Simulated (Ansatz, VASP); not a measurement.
# TiB2: VASP beside Ansatz

Aim: how closely do two programs agree when they are given the same cell, functional and k mesh? The cell is taken from a series of runs on this material, whose earlier steps may have relaxed, scaled, displaced or heated it; both programs get it as it stands.

Calculated with Ansatz 0.2.0; plane waves, with VASP 6.6.1 beside it; zone-centre phonons at LDA.

## 1. Set-up

The structure is hexagonal, space group P6/mmm (No. 191). Conventional cell: a = 2.985 Å, b = 2.985 Å, c = 3.147 Å, α = 90.00°, β = 90.00°, γ = 120.00°. B has 3 B at 1.72 Å and 6 Ti at 2.33 Å nearest. Ti has 12 B at 2.33 Å nearest. Farther neighbours are not listed.

## 2. VASP: zone-centre phonons, LDA

Second derivatives magnify differences that forces hide, and they need a tight electronic threshold.

Lines of VASP's logs that name or quote its potential files are left out, and so is its time.

Input file INCAR:

```
SYSTEM = TiB2
PREC = Accurate
ENCUT = 500
EDIFF = 1E-08
NELM = 120
ISMEAR = 1
SIGMA = 0.2
LREAL = .FALSE.
ALGO = Normal
GGA = PW92
NBANDS = 15
LASPH = .TRUE.
LORBIT = 11
LWAVE = .FALSE.
LCHARG = .FALSE.
ISIF = 2
IBRION = 8
GGA_COMPAT = .FALSE.
KPAR = 2
```

Input file POSCAR:

```
TiB2
1.0
    2.9848049635      0.0000000000      0.0000000000
   -1.4924024818      2.5849169237      0.0000000000
    0.0000000000      0.0000000000      3.1468725898
B Ti
2 1
Direct
    0.3333333333      0.6666666667      0.5000000000
    0.6666666667      0.3333333333      0.5000000000
    0.0000000000      0.0000000000      0.0000000000
```

Input file KPOINTS:

```
Automatic mesh
0
Gamma
18 18 16
0 0 0
```

The projector-augmented-wave data sets are B and Ti_sv (LDA family, release 64).

Run with:

```
> mpirun -np 2 vasp_std
```

Numbers of over 12 decimals in the logs are rounded to 6 here.

The program printed:

```text
[banner, memory and clock lines left out]
running    2 mpi-ranks, on    1 nodes
 distrk:  each k-point on    1 cores,    2 groups
 distr:  one band on    1 cores,    1 groups

 POSCAR found type information on POSCAR B Ti
 POSCAR found :  2 types and       3 ions
|                                                                             |
|               ----> ADVICE to this user running VASP <----                  |
|                                                                             |
|     You enforced a specific xc type in the INCAR file but a different       |
|     [... a line on the potential file left out ...]
|     I HOPE YOU KNOW WHAT YOU ARE DOING!                                     |
|                                                                             |

 LDA part: xc-table for (Slater(with rela. corr.)+PW92), standard interpolation
 POSCAR, INCAR and KPOINTS ok, starting setup
 FFT: planning ... GRIDC
 FFT: planning ... GRID_SOFT
 FFT: planning ... GRID
 WAVECAR not read
 entering main loop
       N       E                     dE             d eps       ncg     rms          rms(c)
DAV:   1     0.119454089487E+03    0.11945E+03   -0.89428E+03  9997   0.134E+03
DAV:   2    -0.248420761430E+02   -0.14430E+03   -0.13957E+03 10585   0.353E+02
DAV:   3    -0.320049485419E+02   -0.71629E+01   -0.70917E+01 13894   0.773E+01
DAV:   4    -0.322142142668E+02   -0.20927E+00   -0.20909E+00 12659   0.116E+01
DAV:   5    -0.322185822470E+02   -0.43680E-02   -0.43679E-02 14401   0.144E+00    0.176E+01
DAV:   6    -0.269177016322E+02    0.53009E+01   -0.21462E+01 13990   0.533E+01    0.384E+00
DAV:   7    -0.269170499397E+02    0.65169E-03   -0.12953E+00 10656   0.132E+01    0.362E+00
DAV:   8    -0.269160849883E+02    0.96495E-03   -0.82095E-02 16139   0.245E+00    0.959E-01
DAV:   9    -0.269166468604E+02   -0.56187E-03   -0.29687E-02 12357   0.244E+00    0.251E-01
DAV:  10    -0.269162496441E+02    0.39722E-03   -0.36471E-03 13710   0.782E-01    0.817E-02
DAV:  11    -0.269162080768E+02    0.41567E-04   -0.27194E-04 12740   0.171E-01    0.753E-02
DAV:  12    -0.269161947149E+02    0.13362E-04   -0.73371E-05 13269   0.107E-01    0.853E-03
DAV:  13    -0.269161943329E+02    0.38196E-06   -0.27769E-06 11932   0.177E-02    0.281E-03
DAV:  14    -0.269161943554E+02   -0.22487E-07   -0.31835E-07 12196   0.549E-03    0.130E-03
DAV:  15    -0.269161943283E+02    0.27125E-07   -0.72071E-08 12640   0.212E-03    0.391E-04
DAV:  16    -0.269161943297E+02   -0.13799E-08   -0.21586E-09  5906   0.528E-04
   1 F= -.26916194E+02 E0= -.26916348E+02  d E =0.461892E-03
 Linear response reoptimize wavefunctions to high precision
DAV:   1    -0.269161943308E+02   -0.11353E-08   -0.65351E-10  6753   0.287E-04
DAV:   2    -0.269161943308E+02   -0.10687E-10   -0.97593E-11  5366   0.105E-04
 Linear response DOF=           4
 Linear response progress:
  Degree of freedom:   1/  4
       N       E                     dE             d eps       ncg     rms          rms(c)
RMM:   1    -0.519149110670E-01   -0.51915E-01   -0.30119E-02102228   0.148E+00
RMM:   2    -0.459520565808E-01    0.59629E-02   -0.30100E-03 85633   0.382E-01    0.179E-01
RMM:   3    -0.456975400915E-01    0.25452E-03   -0.12086E-03 86338   0.197E-01    0.882E-02
RMM:   4    -0.463017491240E-01   -0.60421E-03   -0.84719E-04 85702   0.150E-01    0.933E-03
RMM:   5    -0.462990776017E-01    0.26715E-05   -0.14652E-04104806   0.543E-02    0.337E-03
RMM:   6    -0.463208737610E-01   -0.21796E-04   -0.30649E-05108494   0.227E-02    0.147E-03
RMM:   7    -0.463128485146E-01    0.80252E-05   -0.58826E-06106149   0.977E-03    0.475E-04
RMM:   8    -0.463189432397E-01   -0.60947E-05   -0.11250E-06107432   0.480E-03    0.232E-04
RMM:   9    -0.463168194328E-01    0.21238E-05   -0.54077E-07108131   0.238E-03    0.708E-05
RMM:  10    -0.463173740617E-01   -0.55463E-06   -0.33224E-07108231   0.121E-03    0.225E-05
RMM:  11    -0.463172532414E-01    0.12082E-06    0.37249E-08112469   0.630E-04    0.131E-05
RMM:  12    -0.463172328968E-01    0.20345E-07   -0.11051E-07110140   0.337E-04    0.110E-05
RMM:  13    -0.463172075336E-01    0.25363E-07   -0.24109E-08109489   0.182E-04    0.926E-06
RMM:  14    -0.463172030534E-01    0.44802E-08   -0.24206E-08110810   0.102E-04    0.335E-06
 first order change of Fermi-energy   0.59251E-04
 force on displaced ion       1 direction 1 : -21.180   0.000   0.000
 Linear response progress:
  Degree of freedom:   2/  4
       N       E                     dE             d eps       ncg     rms          rms(c)
RMM:   1    -0.475831707184E-01   -0.47583E-01    0.10374E-02 32506   0.182E+00
RMM:   2    -0.454133987154E-01    0.21698E-02   -0.25684E-03 30143   0.367E-01    0.138E-01
RMM:   3    -0.453003391226E-01    0.11306E-03   -0.11489E-03 30710   0.195E-01    0.662E-02
RMM:   4    -0.457693434595E-01   -0.46900E-03   -0.60989E-04 31334   0.135E-01    0.125E-02
RMM:   5    -0.458230380084E-01   -0.53695E-04   -0.12232E-04 35646   0.552E-02    0.352E-03
RMM:   6    -0.458491712880E-01   -0.26133E-04   -0.24499E-05 37451   0.246E-02    0.141E-03
RMM:   7    -0.458367993236E-01    0.12372E-04   -0.58973E-06 36498   0.112E-02    0.569E-04
RMM:   8    -0.458398509333E-01   -0.30516E-05   -0.30870E-06 37087   0.572E-03    0.186E-04
RMM:   9    -0.458399709146E-01   -0.11998E-06   -0.40803E-06 37403   0.278E-03    0.122E-04
RMM:  10    -0.458395598812E-01    0.41103E-06   -0.38175E-06 36343   0.150E-03    0.133E-04
RMM:  11    -0.458402426092E-01   -0.68273E-06   -0.21169E-06 36602   0.782E-04    0.525E-05
RMM:  12    -0.458401937424E-01    0.48867E-07   -0.14980E-06 38118   0.420E-04    0.127E-05
RMM:  13    -0.458401580502E-01    0.35692E-07   -0.88617E-07 38072   0.216E-04    0.417E-06
RMM:  14    -0.458401514949E-01    0.65553E-08   -0.62034E-07 37584   0.116E-04    0.126E-05
RMM:  15    -0.458401385962E-01    0.12899E-07   -0.33645E-07 36734   0.641E-05    0.416E-06
RMM:  16    -0.458401311274E-01    0.74688E-08   -0.24819E-07 39103   0.347E-05    0.250E-06
RMM:  17    -0.458401297072E-01    0.14203E-08   -0.13499E-07 37098   0.195E-05    0.107E-06
RMM:  18    -0.458401288697E-01    0.83746E-09   -0.10254E-07 35580   0.110E-05    0.414E-07
RMM:  19    -0.458401285054E-01    0.36424E-09   -0.52488E-08 28822   0.615E-06    0.401E-07
 first order change of Fermi-energy  -0.25307E-03
 force on displaced ion       1 direction 3 :  -0.000  -0.000 -10.804
 Linear response progress:
  Degree of freedom:   3/  4
       N       E                     dE             d eps       ncg     rms          rms(c)
RMM:   1    -0.670881498796E+00   -0.67088E+00    0.80167E+00 24880   0.129E+02
RMM:   2    -0.634071231261E+00    0.36810E-01   -0.32205E-01 41134   0.511E+00    0.180E-01
RMM:   3    -0.632849450030E+00    0.12218E-02   -0.22274E-02 48531   0.123E+00    0.793E-02
RMM:   4    -0.632760118593E+00    0.89331E-04   -0.12159E-02 54366   0.550E-01    0.180E-02
RMM:   5    -0.633583982571E+00   -0.82386E-03   -0.11114E-03 55844   0.190E-01    0.933E-03
RMM:   6    -0.633909344504E+00   -0.32536E-03   -0.28006E-04 57594   0.817E-02    0.426E-03
RMM:   7    -0.634096086612E+00   -0.18674E-03   -0.65268E-05 55776   0.376E-02    0.697E-04
RMM:   8    -0.634120313374E+00   -0.24227E-04   -0.20723E-05 59882   0.168E-02    0.292E-04
RMM:   9    -0.634130969320E+00   -0.10656E-04   -0.11753E-05 58687   0.882E-03    0.109E-04
RMM:  10    -0.634135208841E+00   -0.42395E-05   -0.83172E-06 59991   0.478E-03    0.870E-05
RMM:  11    -0.634142898207E+00   -0.76894E-05   -0.60703E-06 55926   0.305E-03    0.947E-05
RMM:  12    -0.634139763514E+00    0.31347E-05   -0.48952E-06 58578   0.201E-03    0.383E-05
RMM:  13    -0.634140150668E+00   -0.38715E-06   -0.38230E-06 60270   0.141E-03    0.442E-05
RMM:  14    -0.634139887613E+00    0.26306E-06   -0.26419E-06 60187   0.108E-03    0.670E-05
[...]
RMM:  23    -0.634142041818E+00   -0.12576E-06   -0.32143E-07 50057   0.303E-04    0.367E-05
RMM:  24    -0.634142082910E+00   -0.41092E-07   -0.25536E-07 49534   0.270E-04    0.310E-05
RMM:  25    -0.634142163928E+00   -0.81018E-07   -0.20042E-07 50062   0.244E-04    0.249E-05
RMM:  26    -0.634142224682E+00   -0.60753E-07   -0.16194E-07 55333   0.227E-04    0.138E-05
RMM:  27    -0.634142313452E+00   -0.88771E-07   -0.12400E-07 50375   0.199E-04    0.687E-06
RMM:  28    -0.634142359005E+00   -0.45553E-07   -0.93810E-08 52802   0.174E-04    0.448E-06
RMM:  29    -0.634142385928E+00   -0.26923E-07   -0.77876E-08 52312   0.155E-04    0.333E-06
RMM:  30    -0.634142391905E+00   -0.59764E-08   -0.64661E-08 50820   0.137E-04    0.357E-06
 first order change of Fermi-energy   0.28880E-03
 force on displaced ion       3 direction 1 : -16.174   0.000   0.000
 Linear response progress:
  Degree of freedom:   4/  4
       N       E                     dE             d eps       ncg     rms          rms(c)
RMM:   1    -0.771812665254E+00   -0.77181E+00    0.10944E+00 10266   0.125E+02
RMM:   2    -0.723918653132E+00    0.47894E-01   -0.30399E-01 16353   0.474E+00    0.200E-01
RMM:   3    -0.723107691442E+00    0.81096E-03   -0.23503E-02 19099   0.118E+00    0.888E-02
RMM:   4    -0.723755486190E+00   -0.64779E-03   -0.15918E-02 20986   0.567E-01    0.254E-02
RMM:   5    -0.724798817235E+00   -0.10433E-02   -0.14254E-03 21854   0.188E-01    0.165E-02
RMM:   6    -0.725826715085E+00   -0.10279E-02   -0.29678E-04 19835   0.939E-02    0.630E-03
RMM:   7    -0.725583222213E+00    0.24349E-03   -0.85935E-05 21489   0.396E-02    0.167E-03
RMM:   8    -0.725632111820E+00   -0.48890E-04   -0.39930E-05 23008   0.189E-02    0.694E-04
RMM:   9    -0.725652295425E+00   -0.20184E-04   -0.23039E-05 23019   0.972E-03    0.219E-04
RMM:  10    -0.725652011823E+00    0.28360E-06   -0.16325E-05 23416   0.554E-03    0.192E-04
RMM:  11    -0.725654023037E+00   -0.20112E-05   -0.20043E-05 23558   0.349E-03    0.197E-04
RMM:  12    -0.725648730201E+00    0.52928E-05   -0.12705E-05 22349   0.255E-03    0.377E-04
RMM:  13    -0.725656381612E+00   -0.76514E-05   -0.14846E-05 20824   0.201E-03    0.191E-04
RMM:  14    -0.725662776630E+00   -0.63950E-05   -0.88199E-06 20776   0.165E-03    0.178E-05
[...]
RMM:  22    -0.725663214274E+00    0.19688E-07   -0.50816E-06 20196   0.417E-04    0.163E-05
RMM:  23    -0.725663324743E+00   -0.11047E-06   -0.48038E-06 20160   0.374E-04    0.202E-05
RMM:  24    -0.725663372268E+00   -0.47525E-07   -0.42384E-06 19401   0.330E-04    0.199E-05
RMM:  25    -0.725663406944E+00   -0.34676E-07   -0.39707E-06 18061   0.289E-04    0.227E-05
RMM:  26    -0.725663401327E+00    0.56175E-08   -0.35664E-06 14113   0.255E-04    0.247E-05
RMM:  27    -0.725663428877E+00   -0.27550E-07   -0.33505E-06 14930   0.227E-04    0.265E-05
RMM:  28    -0.725663439584E+00   -0.10706E-07   -0.30399E-06 14799   0.202E-04    0.274E-05
RMM:  29    -0.725663448866E+00   -0.92826E-08   -0.28694E-06 11386   0.180E-04    0.289E-05
 first order change of Fermi-energy   0.20241E-02
 force on displaced ion       3 direction 3 :   0.000   0.000 -16.680
 Linear response finished
```

From OUTCAR (step 2):

```text
ion  position               nearest neighbor table
   1  0.333  0.667  0.500-   2 1.72   2 1.72   2 1.72   3 2.33   3 2.33   3 2.33   3 2.33   3 2.33
                             3 2.33
   2  0.667  0.333  0.500-   1 1.72   1 1.72   1 1.72   3 2.33   3 2.33   3 2.33   3 2.33   3 2.33
                             3 2.33
   3  0.000  0.000  0.000-   1 2.33   2 2.33   1 2.33   2 2.33   1 2.33   1 2.33   2 2.33   2 2.33
                             2 2.33   2 2.33   1 2.33   1 2.33

  LATTYP: Found a hexagonal cell.
 ALAT       =     2.9848049635
 C/A-ratio  =     1.0542975599

 Subroutine GETGRP returns: Found 24 space group operations
 (whereof 24 operations were pure point group operations)

The static configuration has the point symmetry D_6h.

 Found    333 irreducible k-points:

   k-points           NKPTS =    333   k-points in BZ     NKDIM =    333   number of bands    NBANDS=     15

   dimension x,y,z NGX =    24 NGY =   24 NGZ =   24
   dimension x,y,z NGXF=    48 NGYF=   48 NGZF=   48

   ENCUT  =  500.0 eV  36.75 Ry    6.06 a.u.   5.44  5.44  5.74*2*pi/ulx,y,z

   NELECT =      18.0000    total number of electrons

 k-points in reciprocal lattice and weights: Automatic mesh
   0.00000000  0.00000000  0.00000000       0.000
   0.05555556  0.00000000  0.00000000       0.001
   0.11111111  0.00000000  0.00000000       0.001
   0.16666667  0.00000000  0.00000000       0.001
   0.22222222  0.00000000  0.00000000       0.001
   0.27777778  0.00000000  0.00000000       0.001
   0.33333333 -0.00000000  0.00000000       0.001
   0.38888889  0.00000000  0.00000000       0.001
   0.44444444  0.00000000  0.00000000       0.001
[...]
0.33333333  0.27777778  0.50000000       0.002
   0.33333333  0.33333333  0.50000000       0.000

 average (electrostatic) potential at core
       1 -26.8296       2 -26.8296       3 -70.0905

  Total        0.4660760      0.4660760      0.4751358     -0.0000000     -0.0000000      0.0000000
  in kB       30.7557027     30.7557027     31.3535407     -0.0000000     -0.0000000      0.0000000
  external PRESSURE =      30.9549820 kB  Pullay stress =       0.0000000 kB

  energy-cutoff  :      500.00
  volume of cell :       24.28
      direct lattice vectors                 reciprocal lattice vectors
     2.984804963  0.000000000  0.000000000     0.335030266  0.193429814  0.000000000
    -1.492402482  2.584916924  0.000000000     0.000000000  0.386859628  0.000000000
     0.000000000  0.000000000  3.146872590     0.000000000  0.000000000  0.317775814

 POSITION                                       TOTAL-FORCE (eV/Angst)
 -----------------------------------------------------------------------------------
     -0.00000      1.72328      1.57344         0.000000      0.000000     -0.000000
      1.49240      0.86164      1.57344        -0.000000      0.000000      0.000000
      0.00000      0.00000      0.00000         0.000000      0.000000     -0.000000
 -----------------------------------------------------------------------------------
    total drift:                               -0.000000      0.000000      0.000000

 Eigenvectors and eigenvalues of the dynamical matrix
 ----------------------------------------------------

   1 f  =   27.841455 THz   174.933021 2PiTHz  928.690974 cm-1   115.142954 meV
             X         Y         Z           dx          dy          dz
     -0.000000  1.723278  1.573436    -0.622392    0.335601   -0.000000
      1.492402  0.861639  1.573436     0.622392   -0.335601    0.000000
      0.000000  0.000000  0.000000     0.000000    0.000000    0.000000

   2 f  =   27.841455 THz   174.933021 2PiTHz  928.690974 cm-1   115.142954 meV
             X         Y         Z           dx          dy          dz
     -0.000000  1.723278  1.573436    -0.335601   -0.622392    0.000000
      1.492402  0.861639  1.573436     0.335601    0.622392   -0.000000
      0.000000  0.000000  0.000000    -0.000000   -0.000000   -0.000000

   3 f  =   17.321178 THz   108.832171 2PiTHz  577.772307 cm-1    71.634604 meV
             X         Y         Z           dx          dy          dz
     -0.000000  1.723278  1.573436     0.000000   -0.000000   -0.707107
      1.492402  0.861639  1.573436     0.000000    0.000000    0.707107
      0.000000  0.000000  0.000000     0.000000   -0.000000   -0.000000

   4 f  =   16.541528 THz   103.933486 2PiTHz  551.765983 cm-1    68.410232 meV
             X         Y         Z           dx          dy          dz
     -0.000000  1.723278  1.573436     0.000000   -0.000000   -0.586868
      1.492402  0.861639  1.573436     0.000000   -0.000000   -0.586868
      0.000000  0.000000  0.000000    -0.000000    0.000000    0.557828

   5 f  =   16.279400 THz   102.286487 2PiTHz  543.022335 cm-1    67.326159 meV
             X         Y         Z           dx          dy          dz
     -0.000000  1.723278  1.573436     0.516425   -0.278465    0.000000
      1.492402  0.861639  1.573436     0.516425   -0.278465    0.000000
      0.000000  0.000000  0.000000    -0.491275    0.264904   -0.000000

   6 f  =   16.279400 THz   102.286487 2PiTHz  543.022335 cm-1    67.326159 meV
             X         Y         Z           dx          dy          dz
     -0.000000  1.723278  1.573436     0.278465    0.516425   -0.000000
      1.492402  0.861639  1.573436     0.278465    0.516425   -0.000000
      0.000000  0.000000  0.000000    -0.264904   -0.491275    0.000000

   7 f/i=    0.001303 THz     0.008189 2PiTHz    0.043472 cm-1     0.005390 meV
             X         Y         Z           dx          dy          dz
     -0.000000  1.723278  1.573436    -0.000000   -0.000000    0.394444
      1.492402  0.861639  1.573436    -0.000000   -0.000000    0.394444
      0.000000  0.000000  0.000000    -0.000000   -0.000000    0.829957

   8 f/i=    0.007489 THz     0.047056 2PiTHz    0.249810 cm-1     0.030972 meV
             X         Y         Z           dx          dy          dz
     -0.000000  1.723278  1.573436     0.391263    0.051730    0.000000
      1.492402  0.861639  1.573436     0.391263    0.051730    0.000000
      0.000000  0.000000  0.000000     0.822586    0.108756    0.000000

   9 f/i=    0.007489 THz     0.047056 2PiTHz    0.249810 cm-1     0.030972 meV
             X         Y         Z           dx          dy          dz
     -0.000000  1.723278  1.573436    -0.051730    0.391263    0.000000
      1.492402  0.861639  1.573436    -0.051730    0.391263    0.000000
      0.000000  0.000000  0.000000    -0.108756    0.822586    0.000000

 ELASTIC MODULI CONTR FROM IONIC RELAXATION (kBar)
 Direction    XX          YY          ZZ          XY          YZ          ZX
 --------------------------------------------------------------------------------
 XX         -57.8350     57.8350     -0.0000      0.0000      0.0000      0.0000
 YY          57.8350    -57.8350      0.0000      0.0000     -0.0000      0.0000
 ZZ          -0.0000      0.0000     -0.0000     -0.0000      0.0000      0.0000
 XY           0.0000      0.0000     -0.0000    -57.8350      0.0000      0.0000
 YZ           0.0000     -0.0000      0.0000      0.0000     -0.0000      0.0000
 ZX           0.0000      0.0000      0.0000      0.0000      0.0000      0.0000
 --------------------------------------------------------------------------------
```

Energies printed during the response cycles are not total energies of the cell.

(Part 1 of 2 ends here.)

[Lines on the potential files, build, host, timing and source positions are cut from VASP's logs without a mark.]

[Logs are printed without paths, hosts, clocks, repeated set-up lines and the standing remarks that a program may print on its own settings, such as how far it seeks lower states.]

[Hosts, paths, dates, database ids (printed as entryN), source tags and the programs' standing remarks are cut or masked in the printed files.]
